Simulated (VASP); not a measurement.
Computed with PBE GGA, VASP's PBE PAW potentials (set 64) (plane waves; VASP 6.6.1).

VASP ran on this input.

File POSCAR:
```
Pd
1
    0.0000000000     1.8912320000     1.8912320000
    1.8912320000     0.0000000000     1.8912320000
    1.8912320000     1.8912320000     0.0000000000
Pd
1
Direct
  0.0000000000   0.0000000000   0.0000000000
```

INCAR:
```
! general
SYSTEM =Pd
PREC   =Accurate
ENCUT  =300   ! plane-wave cut-off (eV)
LREAL  =.FALSE.   ! projection in real space or not
LASPH  =.TRUE.   ! aspherical one-centre terms

! electronic loop
EDIFF  =1E-6
NELM   =100   ! most electronic steps
ALGO   =Normal   ! blocked Davidson
LMAXMIX=4   ! l cut-off of mixed one-centre charges

! smearing
ISMEAR =0
SIGMA  =0.136

! functional
GGA    =PE

! ions
ISIF   =2

! output
LWAVE  =.FALSE.
LCHARG =.FALSE.
```

### KPOINTS
```
Automatic mesh
0
Gamma
15 15 15
0 0 0
```

POTCAR, in this order: Pd (PBE.64 set). Program: vasp_std.

Output of the run:

OSZICAR:
```
       N       E                     dE             d eps       ncg     rms          rms(c)
DAV:   1     0.204999236819E+02    0.20500E+02   -0.38398E+03  2353   0.644E+02
DAV:   2    -0.520154723371E+01   -0.25701E+02   -0.24824E+02  2318   0.144E+02
DAV:   3    -0.538451602876E+01   -0.18297E+00   -0.18209E+00  2569   0.135E+01
DAV:   4    -0.538525223573E+01   -0.73621E-03   -0.73616E-03  2507   0.788E-01
DAV:   5    -0.538525907224E+01   -0.68365E-05   -0.68377E-05  2642   0.628E-02    0.991E+00
DAV:   6    -0.512202675234E+01    0.26323E+00   -0.99920E-01  2218   0.965E+00    0.502E+00
DAV:   7    -0.510223988233E+01    0.19787E-01   -0.25879E-02  2570   0.142E+00    0.232E+00
DAV:   8    -0.509746978750E+01    0.47701E-02   -0.14132E-03  2410   0.355E-01    0.103E-01
DAV:   9    -0.509747025874E+01   -0.47124E-06   -0.10244E-05  2522   0.336E-02    0.128E-02
DAV:  10    -0.509747510316E+01   -0.48444E-05   -0.18508E-06  2453   0.104E-02    0.347E-03
DAV:  11    -0.509747494073E+01    0.16242E-06   -0.29081E-08  1154   0.161E-03
   1 F= -.50974749E+01 E0= -.50889715E+01  d E =-.170069E-01
```

**OUTCAR**
```
------------------------ aborting loop because EDIFF is reached ----------------------------------------
  FORCE on cell =-STRESS in cart. coord.  units (eV):
  Direction    XX          YY          ZZ          XY          YZ          ZX
  --------------------------------------------------------------------------------------
  Total        2.4122304      2.4122304      2.4122304      0.0000000      0.0000000     -0.0000000
  in kB      285.6702071    285.6702071    285.6702071      0.0000000      0.0000000     -0.0000000
  external PRESSURE =     285.6702071 kB  Pullay stress =       0.0000000 kB
  volume of cell :       13.53
      direct lattice vectors                 reciprocal lattice vectors
     0.000000000  1.891232000  1.891232000    -0.264377929  0.264377929  0.264377929
     1.891232000  0.000000000  1.891232000     0.264377929 -0.264377929  0.264377929
     1.891232000  1.891232000  0.000000000     0.264377929  0.264377929 -0.264377929
 POSITION                                       TOTAL-FORCE (eV/Angst)
 -----------------------------------------------------------------------------------
      0.00000      0.00000      0.00000         0.000000      0.000000      0.000000
 -----------------------------------------------------------------------------------
    total drift:                               -0.000000      0.000000      0.000000
  FREE ENERGIE OF THE ION-ELECTRON SYSTEM (eV)
  ---------------------------------------------------
  free  energy   TOTEN  =        -5.0974749407 eV

  energy  without entropy=       -5.0804680475  energy(sigma->0) =       -5.08897149
```
(Selected blocks of OUTCAR.)

### OUTCAR
```
 val. band max:       11.3058481267   @ k =   0.4667   0.0667   0.0000

 cond. band min:      11.3314918289   @ k =  -0.4000   0.4000   0.0000


 Fermi energy:        11.3269756668

 k-point     1 :       0.0000    0.0000    0.0000
  band No.  band energies     occupation
      1       3.4823      2.00000
      2       8.0658      2.00000
      3       8.0658      2.00000
      4       8.0658      2.00000
      5       9.9212      2.00000
      6       9.9212      2.00000
      7      28.5110      0.00000
      8      33.7895      0.00000
      9      33.7895      0.00000

 k-point     2 :       0.0667    0.0000    0.0000
  band No.  band energies     occupation
      1       3.6566      2.00000
      2       7.9987      2.00000
      3       8.1292      2.00000
      4       8.1292      2.00000
      5       9.8891      2.00000
      6       9.8891      2.00000
      7      28.7255      0.00000
      8      32.7450      0.00000
      9      34.0161      0.00000

 k-point     3 :       0.1333    0.0000    0.0000
  band No.  band energies     occupation
      1       4.1472      2.00000
      2       7.8492      2.00000
      3       8.2823      2.00000
      4       8.2823      2.00000
      5       9.8358      2.00000
      6       9.8358      2.00000
      7      29.1953      0.00000
      8      30.7941      0.00000
      9      34.6570      0.00000

 k-point     4 :       0.2000    0.0000    0.0000
  band No.  band energies     occupation
      1       4.8188      2.00000
      2       7.7945      2.00000
      3       8.4043      2.00000
      4       8.4043      2.00000
      5       9.8921      2.00000
      6       9.8921      2.00000
      7      28.2777      0.00000
      8      29.9147      0.00000
      9      35.5595      0.00000

 k-point     5 :       0.2667    0.0000    0.0000
  band No.  band energies     occupation
      1       5.3393      2.00000
      2       8.1990      2.00000
      3       8.3743      2.00000
...
```

At this cut-off the stress carries a Pulay error, which pulls relaxed volumes low.

The structure is a typed Pd crystal (Fm-3m). The cell was not relaxed at this level, and its volume differs by -5.9 % from the start's.
